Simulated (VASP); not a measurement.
OSZICAR of a VASP run on MgO (rock salt):

**OSZICAR**
```
       N       E                     dE             d eps       ncg     rms          rms(c)
DAV:   1     0.165505845197E+02    0.16551E+02   -0.52739E+03   992   0.102E+03
DAV:   2    -0.145765134933E+02   -0.31127E+02   -0.29878E+02  1048   0.156E+02
DAV:   3    -0.150343949991E+02   -0.45788E+00   -0.45788E+00  1176   0.213E+01
DAV:   4    -0.150349990713E+02   -0.60407E-03   -0.60407E-03  1208   0.750E-01
DAV:   5    -0.150349994239E+02   -0.35255E-06   -0.35255E-06  1184   0.133E-02    0.709E+00
DAV:   6    -0.135143755213E+02    0.15206E+01   -0.97655E+00   896   0.221E+01    0.224E+00
DAV:   7    -0.134737210140E+02    0.40655E-01   -0.45817E-02   928   0.268E+00    0.126E+00
DAV:   8    -0.134500859838E+02    0.23635E-01   -0.24226E-02   912   0.213E+00    0.134E-01
DAV:   9    -0.134500008943E+02    0.85089E-04   -0.18684E-04  1360   0.142E-01    0.779E-02
DAV:  10    -0.134499789836E+02    0.21911E-04   -0.33975E-05   944   0.751E-02    0.735E-03
DAV:  11    -0.134499782089E+02    0.77472E-06   -0.29683E-06   832   0.112E-02
   1 F= -.13449978E+02 E0= -.13449978E+02  d E =-.134500E+02
```

Problem. Which electronic solver shows in the log?

Solution. It is blocked Davidson (ALGO = Normal, or the opening steps of other solvers). The INCAR had ALGO = Normal.

Problem. Can the final energy be trusted as converged?

Solution. The calculation finished and met its thresholds. It stopped with EDIFF = 1E-6, NELM = 100, NSW = 40 and EDIFFG = -0.02 after 1 ionic step (LDA (Ceperley-Alder, Perdew-Zunger), plane waves, VASP's LDA PAW potentials (set 64)).

The compound is MgO in the rock salt structure. It was relaxed first.
